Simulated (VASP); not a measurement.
**As: equilibrium volume by level of theory**

```yaml
crystal:
  lattice:
    - [1.88080, 1.08588, 3.51406]
    - [-1.88080, 1.08588, 3.51406]
    - [0.00000, -2.17176, 3.51406]
  atoms:
    - { symbol: As, position: [0.77400, 0.77400, 0.77400] }
    - { symbol: As, position: [0.22600, 0.22600, 0.22600] }
```

| rung | level | program and potentials | cutoff (eV) | k mesh | smearing | equilibrium volume (Å³/atom) | notes |
| --- | --- | --- | --- | --- | --- | --- | --- |
| LDA | LDA | VASP, LDA PAW files As, 600 eV | 600 | 12 × 12 × 10 | gaussian 0.03 | 20.43 | - |
| GGA | PBE | VASP, PBE PAW files As, 600 eV | 600 | 12 × 12 × 10 | gaussian 0.03 | 22.68 | - |
| GGA + dispersion | PBE+D3(BJ) | VASP, PBE PAW files As, 600 eV | 600 | 12 × 12 × 10 | gaussian 0.03 | 20.94 | - |
| GGA | PBEsol | VASP, PBE PAW files As, 600 eV | 600 | 12 × 12 × 10 | gaussian 0.03 | 20.92 | potentials made for PBE |

Task: relaxation of cell and atoms. All rows: no spin polarisation. Smearing widths are in eV. For a metal such meshes aren't converged. Meshes are those of the run's cell of 2 atoms unless a note names another. Relaxations start from the cell shown or near it and stop with a little pressure left. Runs on faulty files, with rough fits or with known faults for this quantity aren't shown. No row holds spin-orbit coupling.

By rung: LDA 20.43; GGA 20.92 to 22.68; GGA + dispersion 20.94 (Å³/atom).
